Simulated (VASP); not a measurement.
# Bi2Pd (Urvantsevite) under strain, part 4 of 4

Aim: follow the pressure of Bi2Pd (Urvantsevite) through compression, expansion and shear. All runs use r2SCAN. Left out of this account: 1 further run (fields: a reference on another mesh). The start is a cell from a database of measured crystal structures.

VASP 6.6.1; r2SCAN; plane waves and PAW (Bi_d, Pd).

Still holding for the runs below: Spin-orbit coupling is off here; with elements this heavy it splits and shifts levels by tenths of an eV or more.

So far, pressure (GPa): step 2 (bands, cell as listed) 1.25; step 3 (cell volume +4.0 %) -1.99; step 4 (cell volume +8.0 %) -4.57; step 5 (bands, sheared, principal strains -1.7, -0.3, +2.0 %) 1.24; step 6 (cell volume -4.0 %) 5.35.

### 7. Bands, volume times 0.92

The cell is scaled evenly once more. A prediction first. A parabola through the 4 pressures of evenly scaled cells so far, P = 1.27 -91.5 t +205 t² GPa with t = ln(V/V₁) and V₁ the volume at scale 1, gives 10.33 GPa at t = -0.0834.

INCAR

```
SYSTEM = Bi2Pd
PREC = Accurate
ENCUT = 400
EDIFF = 1E-06
NELM = 100
ISMEAR = -1
SIGMA = 0.05
LREAL = .FALSE.
ALGO = Normal
METAGGA = R2SCAN
LASPH = .TRUE.
NBANDS = 33
LORBIT = 11
LWAVE = .FALSE.
LCHARG = .FALSE.
KPAR = 4
```

POSCAR

```
Bi2Pd
1.0
    0.0000000000     -3.2698436337      0.0000000000
   -3.2698436337      0.0000000000      0.0000000000
    1.6349218169     -1.6349218169     -6.3135603654
Bi Pd
2 1
Direct
    0.3630000000      0.6370000000      0.2740000000
    0.6370000000      0.3630000000      0.7260000000
    0.0000000000      0.0000000000      0.0000000000
```

KPOINTS

```
Automatic mesh
0
Gamma
9 9 9
0 0 0
```

KPOINTS_OPT

```
Line mode
16
Line-mode
Reciprocal
  0.00000000   0.00000000   0.00000000 GAMMA
 -0.50000000  -0.50000000   0.00000000 X

 -0.50000000  -0.50000000   0.00000000 X
 -0.46647141  -0.53352859   0.03352859 Y

 -0.46647141  -0.53352859   0.03352859 Y
  0.00000000  -0.53352859   0.26676430 S

  0.00000000  -0.53352859   0.26676430 S
  0.00000000   0.00000000   0.00000000 GAMMA

  0.00000000   0.00000000   0.00000000 GAMMA
  0.00000000   0.00000000  -0.50000000 Z

  0.00000000   0.00000000  -0.50000000 Z
  0.00000000  -0.46647141  -0.26676430 S1

  0.00000000  -0.46647141  -0.26676430 S1
  0.00000000  -0.50000000   0.00000000 N

  0.00000000  -0.50000000   0.00000000 N
 -0.50000000  -0.50000000  -0.25000000 P

 -0.50000000  -0.50000000  -0.25000000 P
 -0.46647141  -0.46647141  -0.50000000 Y1

 -0.46647141  -0.46647141  -0.50000000 Y1
  0.00000000   0.00000000  -0.50000000 Z

 -0.50000000  -0.50000000   0.00000000 X
 -0.50000000  -0.50000000  -0.25000000 P
```

The projector-augmented-wave data sets are Bi_d and Pd (PBE family, release 64).

On the command line:

```sh
$ mpirun -np 4 vasp_std
```

What it wrote:

```text
[... set-up lines as in an earlier step ...]
 entering main loop
       N       E                     dE             d eps       ncg     rms          rms(c)
DAV:   1     0.273552165653E+03    0.27355E+03   -0.17166E+04  5062   0.133E+03
DAV:   2    -0.110784772990E+03   -0.38434E+03   -0.36898E+03  5038   0.397E+02
DAV:   3    -0.148616349648E+03   -0.37832E+02   -0.37391E+02  5797   0.132E+02
DAV:   4    -0.149986541423E+03   -0.13702E+01   -0.13684E+01  6157   0.259E+01
DAV:   5    -0.150050924916E+03   -0.64383E-01   -0.64377E-01  7434   0.504E+00    0.630E+00
DAV:   6    -0.140273857147E+03    0.97771E+01   -0.36737E+00  5862   0.199E+01    0.395E+00
DAV:   7    -0.140167300389E+03    0.10656E+00   -0.39568E-01  5581   0.407E+00    0.199E+00
DAV:   8    -0.140172450482E+03   -0.51501E-02   -0.37994E-02  6061   0.140E+00    0.797E-01
DAV:   9    -0.140170907188E+03    0.15433E-02   -0.16822E-02  6432   0.932E-01    0.108E-01
DAV:  10    -0.140171293222E+03   -0.38603E-03   -0.13611E-03  6581   0.351E-01    0.485E-02
DAV:  11    -0.140171325517E+03   -0.32295E-04   -0.36542E-04  6314   0.139E-01    0.229E-02
DAV:  12    -0.140171326775E+03   -0.12578E-05   -0.54889E-05  6029   0.536E-02    0.466E-03
DAV:  13    -0.140171327011E+03   -0.23603E-06   -0.54719E-06  6067   0.138E-02
   1 F= -.14017133E+03 E0= -.14016529E+03  d E =-.120743E-01
 Start KPOINTS_OPT (optional k-point list driver)
k-point batch [1-75\176]
       N       E                     dE             ncg
DAV:   1     0.194567348711E+05   -0.49722E+05     5046
DAV:   2    -0.969737658703E+04   -0.29154E+05     5094
DAV:   3    -0.125807596303E+05   -0.28834E+04     5860
DAV:   4    -0.126841108385E+05   -0.10335E+03     5998
DAV:   5    -0.126885779128E+05   -0.44671E+01     7209
DAV:   6    -0.126886407405E+05   -0.62828E-01     6358
DAV:   7    -0.126886426678E+05   -0.19273E-02     7424
DAV:   8    -0.126886426943E+05   -0.26504E-04     5807
DAV:   9    -0.126886426951E+05   -0.76966E-06     4085
[...]
k-point batch [151-176\176]
       N       E                     dE             ncg
DAV:   1     0.726251766287E+05   -0.23225E+05     1740
DAV:   2     0.626383286759E+05   -0.99868E+04     1780
DAV:   3     0.616836435063E+05   -0.95469E+03     1951
DAV:   4     0.616489148468E+05   -0.34729E+02     2099
DAV:   5     0.616475327122E+05   -0.13821E+01     2539
DAV:   6     0.616475161479E+05   -0.16564E-01     2235
DAV:   7     0.616475156687E+05   -0.47922E-03     2621
DAV:   8     0.616475156613E+05   -0.74433E-05     2037
DAV:   9     0.616475156610E+05   -0.26115E-06     1485
```

Elapsed: 7.7 min, on 4 MPI ranks of AMD EPYC 7R13 (Zen 3), shared host; peak memory 1 GiB; 31 min of CPU time.

Parts of OUTCAR (step 7):

```text
   ENCUT  =  400.0 eV  29.40 Ry    5.42 a.u.   5.33  5.33 10.96*2*pi/ulx,y,z

   NELECT =      40.0000    total number of electrons

 E-fermi :  10.3827

 k-point     1 :       0.0000    0.0000    0.0000
  band No.  band energies     occupation
    ...
     14       5.7190      2.00000
     15       6.6312      2.00000
     16       6.6312      2.00000
     17       7.0245      2.00000
     18       7.3549      2.00000
     19      12.2476      0.00000
     20      13.1018      0.00000
     21      13.1018      0.00000
     22      13.9135      0.00000
     23      13.9135      0.00000
    ...

  Total        4.5478783      4.5478783      4.2129335      0.0000000      0.0000000     -0.0000000
  in kB      107.9421611    107.9421611     99.9923744      0.0000000      0.0000000     -0.0000000
  external PRESSURE =     105.2922322 kB  Pullay stress =       0.0000000 kB

 POSITION                                       TOTAL-FORCE (eV/Angst)
 -----------------------------------------------------------------------------------
     -1.63492     -1.63492     -1.72992         0.000000     -0.000000     -0.376508
      0.00000     -3.26984     -4.58364        -0.000000      0.000000      0.376508
      0.00000      0.00000      0.00000         0.000000      0.000000      0.000000
 -----------------------------------------------------------------------------------
    total drift:                                0.000000     -0.000000     -0.000000

  FREE ENERGIE OF THE ION-ELECTRON SYSTEM (eV)
  ---------------------------------------------------
  free  energy   TOTEN  =      -140.1713270107 eV

  energy  without entropy=     -140.1592526611  energy(sigma->0) =     -140.16528984

[... 3 parts as in an earlier step ...]

[... 13 further parts left out ...]
```

This step gave:

```yaml
free_energy_toten: -140.1713 eV
energy_at_zero_smearing: -140.1653 eV
fermi_energy: 10.38 eV
pressure: 10.53 GPa
```

The electronic bands at the labelled points (eV, zero at the Fermi level; # counts the bands kept, so #1 is VASP's band 13):

| point | #5 | #6 | #7 | #8 | #9 | #10 | #11 | #12 |
| --- | --- | --- | --- | --- | --- | --- | --- | --- |
| Γ | -3.36 | -3.03 | 1.86 | 2.72 | 2.72 | 3.53 | 3.53 | 5.87 |
| 0.47 of the way | -3.33 | -3.33 | -1.55 | -0.35 | -0.26 | 0.18 | 3.68 | 7.05 |
| X | -3.79 | -3.41 | -2.36 | -1.18 | 0.43 | 1.14 | 1.16 | 2.40 |
| 0.53 of the way | -3.85 | -3.36 | -2.36 | -1.23 | 0.44 | 1.16 | 1.21 | 2.41 |
| Y | -3.94 | -3.28 | -2.36 | -1.33 | 0.45 | 1.22 | 1.34 | 2.45 |
| 0.53 of the way | -3.81 | -2.50 | -2.44 | -1.53 | 1.09 | 1.12 | 2.57 | 3.63 |
| S | -3.33 | -3.30 | -3.18 | -1.76 | 1.51 | 3.28 | 5.32 | 5.34 |
| 0.47 of the way | -3.49 | -3.48 | -2.60 | -1.81 | 3.71 | 4.17 | 4.46 | 6.77 |
| Γ | -3.36 | -3.03 | 1.86 | 2.72 | 2.72 | 3.53 | 3.53 | 5.87 |
| 0.53 of the way | -3.34 | -3.03 | -0.16 | 1.96 | 1.96 | 4.66 | 4.66 | 6.86 |
| Z | -3.23 | -3.03 | -1.81 | 1.63 | 1.63 | 5.37 | 5.37 | 6.89 |
| 0.53 of the way | -3.51 | -3.31 | -1.47 | -0.50 | 0.20 | 3.06 | 4.43 | 5.55 |
| S1 | -3.33 | -3.30 | -3.18 | -1.76 | 1.51 | 3.28 | 5.32 | 5.34 |
| 0.47 of the way | -3.60 | -3.32 | -2.88 | -1.92 | 1.41 | 3.99 | 5.23 | 5.48 |
| N | -3.73 | -3.32 | -2.61 | -2.11 | 1.22 | 5.03 | 5.19 | 5.55 |
| 0.47 of the way | -3.71 | -2.67 | -2.22 | -1.45 | 0.57 | 1.15 | 2.27 | 3.95 |
| P | -4.31 | -3.44 | -2.36 | -0.43 | -0.43 | 1.13 | 1.17 | 2.70 |
| 0.47 of the way | -3.99 | -3.40 | -2.36 | -0.97 | 0.12 | 1.16 | 1.19 | 2.56 |
| Y1 | -3.94 | -3.28 | -2.36 | -1.33 | 0.45 | 1.22 | 1.34 | 2.45 |
| 0.47 of the way | -3.79 | -3.25 | -1.59 | -0.74 | 0.12 | 1.02 | 1.79 | 4.89 |
| Z | -3.23 | -3.03 | -1.81 | 1.63 | 1.63 | 5.37 | 5.37 | 6.89 |
| jump to X | -3.79 | -3.41 | -2.36 | -1.18 | 0.43 | 1.14 | 1.16 | 2.40 |
| 0.47 of the way | -3.93 | -3.42 | -2.36 | -0.98 | 0.18 | 1.13 | 1.16 | 2.52 |
| P | -4.31 | -3.44 | -2.36 | -0.43 | -0.43 | 1.13 | 1.17 | 2.70 |

Of the projections kept (Bi, Pd), the largest for each band there; the rest of the weight can lie on other orbitals:

```
point       #5       #6       #7       #8       #9      #10      #11      #12
    Γ  Pd 0.93  Pd 1.00  Bi 0.84  Bi 0.80  Bi 0.80  Bi 0.83  Bi 0.83  Bi 0.50
    X  Bi 0.76  Pd 0.97  Pd 1.00  Pd 0.66  Pd 0.53  Pd 0.61  Bi 0.92  Pd 0.77
    Y  Bi 0.54  Pd 0.87  Pd 0.99  Pd 0.63  Pd 0.53  Pd 0.57  Bi 0.88  Pd 0.78
    S  Pd 0.99  Pd 0.70  Pd 0.56  Pd 0.80  Bi 0.64  Pd 0.63  Bi 1.00  Bi 0.86
    Γ  Pd 0.93  Pd 1.00  Bi 0.84  Bi 0.80  Bi 0.80  Bi 0.83  Bi 0.83  Bi 0.50
    Z  Bi 0.86  Pd 1.00  Pd 0.65  Bi 0.85  Bi 0.85  Bi 0.84  Bi 0.84  Bi 0.62
```

Force by atom:

```csv
atom,x (eV/Å),y (eV/Å),z (eV/Å),size
Bi1,0.000,0.000,-0.377,0.377
Bi2,0.000,0.000,0.377,0.377
Pd3,0.000,0.000,0.000,0.000
```

 The pressure is 10.53 GPa. The parabola predicted 10.33 GPa, -0.20 GPa off.

### 8. Bands, atoms displaced by up to 0.05 Å

The atoms are moved off their sites at random, as a crude picture of disorder.

INCAR is that of step 7.

POSCAR

```
Bi2Pd
1.0
    0.0000000000     -3.3620000000      0.0000000000
   -3.3620000000      0.0000000000      0.0000000000
    1.6810000000     -1.6810000000     -6.4915000000
Bi Pd
2 1
Direct
    0.3758330000      0.6348260000      0.2750940000
    0.6259450000      0.3722370000      0.7291630000
   -0.0100100000      0.0122950000      0.0016890000
```

KPOINTS is that of step 7.

KPOINTS_OPT is that of step 7.

On the command line:

```sh
$ mpirun -np 4 vasp_std
```

What it wrote:

```text
[... set-up lines as in an earlier step ...]
 entering main loop
       N       E                     dE             d eps       ncg     rms          rms(c)
DAV:   1     0.268451651331E+03    0.26845E+03   -0.17290E+04 24356   0.129E+03
DAV:   2    -0.111730446630E+03   -0.38018E+03   -0.36528E+03 24522   0.390E+02
DAV:   3    -0.148976852280E+03   -0.37246E+02   -0.36794E+02 28573   0.131E+02
DAV:   4    -0.150330855537E+03   -0.13540E+01   -0.13525E+01 30028   0.258E+01
DAV:   5    -0.150393926075E+03   -0.63071E-01   -0.63065E-01 36159   0.501E+00    0.502E+00
DAV:   6    -0.140473138605E+03    0.99208E+01   -0.37116E+00 28410   0.198E+01    0.340E+00
DAV:   7    -0.140373421567E+03    0.99717E-01   -0.33524E-01 27247   0.371E+00    0.163E+00
DAV:   8    -0.140379151382E+03   -0.57298E-02   -0.35116E-02 29421   0.136E+00    0.723E-01
DAV:   9    -0.140379905277E+03   -0.75390E-03   -0.14285E-02 31170   0.906E-01    0.118E-01
DAV:  10    -0.140380302552E+03   -0.39727E-03   -0.12548E-03 31899   0.335E-01    0.480E-02
DAV:  11    -0.140380315164E+03   -0.12612E-04   -0.33687E-04 30767   0.133E-01    0.201E-02
DAV:  12    -0.140380318011E+03   -0.28461E-05   -0.53818E-05 29056   0.537E-02    0.671E-03
DAV:  13    -0.140380317542E+03    0.46847E-06   -0.72167E-06 27784   0.159E-02
   1 F= -.14038032E+03 E0= -.14037411E+03  d E =-.124201E-01
 Start KPOINTS_OPT (optional k-point list driver)
k-point batch [1-176\176]
       N       E                     dE             ncg
DAV:   1     0.486382936843E+05   -0.14011E+06    11768
DAV:   2    -0.187310615006E+05   -0.67369E+05    12008
DAV:   3    -0.253413836467E+05   -0.66103E+04    13487
DAV:   4    -0.255796625461E+05   -0.23828E+03    14295
DAV:   5    -0.255895177869E+05   -0.98552E+01    17028
DAV:   6    -0.255896502414E+05   -0.13245E+00    15387
DAV:   7    -0.255896543285E+05   -0.40871E-02    17300
DAV:   8    -0.255896543878E+05   -0.59323E-04    13703
DAV:   9    -0.255896543898E+05   -0.20178E-05     9424
DAV:  10    -0.255896543905E+05   -0.70966E-06     8189
```

It took 18 min on 4 MPI ranks; peak memory 3.2 GiB; 73 min of CPU time.

OUTCAR, selected parts (step 8):

```text
   NELECT =      40.0000    total number of electrons

 E-fermi :   9.1079

 k-point     1 :       0.0000    0.0000    0.0000
  band No.  band energies     occupation
    ...
     14       5.0000      2.00000
     15       5.7573      2.00000
     16       5.7656      2.00000
     17       6.1281      2.00000
     18       6.4055      2.00000
     19      10.7727      0.00000
     20      11.6576      0.00000
     21      11.6680      0.00000
     22      12.3938      0.00000
     23      12.3953      0.00000
    ...

  Total        0.7131044      0.6991909      0.6338421     -0.0375230     -0.1468641      0.0684387
  in kB       15.5712405     15.2674269     13.8404820     -0.8193464     -3.2069032      1.4944172
  external PRESSURE =      14.8930498 kB  Pullay stress =       0.0000000 kB

 POSITION                                       TOTAL-FORCE (eV/Angst)
 -----------------------------------------------------------------------------------
     -1.67185     -1.72598     -1.78577        -0.048352      0.074986      0.116190
     -0.02574     -3.33015     -4.73336        -0.011392     -0.002550     -0.127857
     -0.03850     -3.33119     -0.01096         0.059744     -0.072436      0.011667
 -----------------------------------------------------------------------------------
    total drift:                                0.000354     -0.000512     -0.000359

  FREE ENERGIE OF THE ION-ELECTRON SYSTEM (eV)
  ---------------------------------------------------
  free  energy   TOTEN  =      -140.3803175420 eV

  energy  without entropy=     -140.3678974059  energy(sigma->0) =     -140.37410747

[... 5 parts as in an earlier step ...]

[... 12 further parts left out ...]
```

Numbers from this step:

| Quantity | Value |
| --- | --- |
| irreducible k points | 365 |
| symmetry operations | 1 |
| free energy (TOTEN) | -140.3803 eV |
| energy at zero smearing | -140.3741 eV |
| Fermi energy | 9.108 eV |
| pressure | 1.489 GPa |

The electronic bands at the labelled points (eV, zero at the Fermi level; # counts the bands kept, so #1 is VASP's band 13):

```csv
point,#5,#6,#7,#8,#9,#10,#11,#12
Γ,-2.98,-2.70,1.66,2.55,2.56,3.29,3.29,5.16
0.47 of the way,-3.02,-2.99,-1.39,-0.44,-0.22,0.25,3.33,6.62
X,-3.43,-3.02,-2.12,-1.01,0.41,1.09,1.24,2.27
0.53 of the way,-3.47,-2.99,-2.13,-1.05,0.41,1.11,1.28,2.29
Y,-3.55,-2.92,-2.13,-1.15,0.43,1.16,1.38,2.33
0.47 of the way,-3.27,-2.20,-2.10,-1.51,0.70,0.87,2.20,3.43
S,-3.04,-2.95,-2.85,-1.60,1.40,3.16,4.80,4.87
0.53 of the way,-3.11,-3.06,-1.81,-1.37,3.26,3.73,3.78,6.80
Γ,-2.98,-2.70,1.66,2.55,2.56,3.29,3.29,5.16
0.47 of the way,-2.97,-2.70,0.10,1.97,1.97,4.10,4.11,6.33
Z,-2.86,-2.70,-1.78,1.60,1.60,4.82,4.84,6.52
0.53 of the way,-3.12,-3.03,-1.26,-0.46,0.06,2.87,4.31,5.00
S1,-3.04,-2.95,-2.85,-1.60,1.40,3.16,4.80,4.87
0.47 of the way,-3.25,-2.96,-2.62,-1.75,1.38,3.75,4.73,4.98
N,-3.35,-2.96,-2.38,-1.92,1.22,4.64,4.70,5.04
0.47 of the way,-3.29,-2.36,-2.00,-1.33,0.60,1.04,2.13,3.77
P,-3.86,-3.05,-2.12,-0.35,-0.33,1.10,1.20,2.56
0.53 of the way,-3.57,-3.01,-2.13,-0.88,0.18,1.12,1.26,2.40
Y1,-3.55,-2.93,-2.13,-1.14,0.40,1.16,1.38,2.34
0.47 of the way,-3.44,-3.03,-1.39,-0.84,0.17,0.95,1.65,4.77
Z,-2.86,-2.70,-1.78,1.60,1.60,4.82,4.84,6.52
jump to X,-3.43,-3.02,-2.12,-1.01,0.41,1.09,1.24,2.27
0.47 of the way,-3.55,-3.04,-2.12,-0.84,0.20,1.09,1.22,2.39
P,-3.86,-3.05,-2.12,-0.35,-0.33,1.10,1.20,2.56
```

Of the projections kept (Bi, Pd), the largest for each band there; the rest of the weight can lie on other orbitals:

| point | #5 | #6 | #7 | #8 | #9 | #10 | #11 | #12 |
| --- | --- | --- | --- | --- | --- | --- | --- | --- |
| Γ | Pd 0.94 | Pd 1.00 | Bi 0.85 | Bi 0.83 | Bi 0.83 | Bi 0.83 | Bi 0.83 | Bi 0.50 |
| X | Bi 0.74 | Pd 0.97 | Pd 1.00 | Pd 0.67 | Pd 0.54 | Pd 0.59 | Bi 0.94 | Pd 0.78 |
| Y | Bi 0.57 | Pd 0.89 | Pd 0.99 | Pd 0.65 | Pd 0.54 | Pd 0.56 | Bi 0.89 | Pd 0.79 |
| S | Pd 0.77 | Pd 0.96 | Pd 0.57 | Pd 0.81 | Bi 0.65 | Pd 0.65 | Bi 0.95 | Bi 0.91 |
| Γ | Pd 0.94 | Pd 1.00 | Bi 0.85 | Bi 0.83 | Bi 0.83 | Bi 0.83 | Bi 0.83 | Bi 0.50 |
| Z | Bi 0.84 | Pd 1.00 | Pd 0.68 | Bi 0.87 | Bi 0.87 | Bi 0.84 | Bi 0.85 | Bi 0.59 |

Force by atom:

| atom | x (eV/Å) | y (eV/Å) | z (eV/Å) | size |
| --- | --- | --- | --- | --- |
| Bi1 | -0.048 | 0.075 | 0.116 | 0.146 |
| Bi2 | -0.011 | -0.003 | -0.128 | 0.128 |
| Pd3 | 0.060 | -0.072 | 0.012 | 0.095 |

 The pressure is 1.49 GPa, and the symmetry operations fall from 16 to 1.

### 9. Side by side

| cell | mesh | pressure (GPa) | gap (eV) |
| --- | --- | --- | --- |
| cell as listed | 9×9×9 | 1.25 | none |
| volume times 1.04 | 9×9×9 | -1.99 | none |
| volume times 1.08 | 9×9×9 | -4.57 | none |
| sheared, principal strains -1.7, -0.3, +2.0 % | 9×9×9 | 1.24 | none |
| volume times 0.96 | 9×9×9 | 5.35 | none |
| volume times 0.92 | 9×9×9 | 10.53 | none |
| atoms displaced by up to 0.05 Å | 9×9×9 | 1.49 | none |

### 10. Summary of results

```
pressure, cell as listed                                    : 1.25 GPa
pressure, volume times 1.04                                 : -1.99 GPa
pressure, volume times 1.08                                 : -4.57 GPa
pressure, sheared, principal strains -1.7, -0.3, +2.0 %     : 1.24 GPa
pressure, volume times 0.96                                 : 5.35 GPa
pressure, volume times 0.92                                 : 10.5 GPa
pressure, atoms displaced by up to 0.05 Å                   : 1.49 GPa
bulk modulus at the listed volume, shape and positions held : 92.5 GPa
```

The slope of pressure against ln V at the listed volume gives a bulk modulus of 92.5 GPa at fixed shape and positions, an upper bound since the atoms bear forces. The atoms were not relaxed in the changed cells. Spin-orbit coupling is left out, and with elements this heavy it would split and shift bands near the Fermi level.

[Lines on the potential files, build, host, timing and source positions are cut from VASP's logs without a mark.]

[Logs are printed without paths, hosts, clocks, repeated set-up lines and the standing remarks that a program may print on its own settings, such as how far it seeks lower states.]

[Hosts, paths, dates, database ids (printed as entryN), source tags and the programs' standing remarks are cut or masked in the printed files.]

[A measured line is paired with the nearest computed mode of its activity, which favours agreement.]
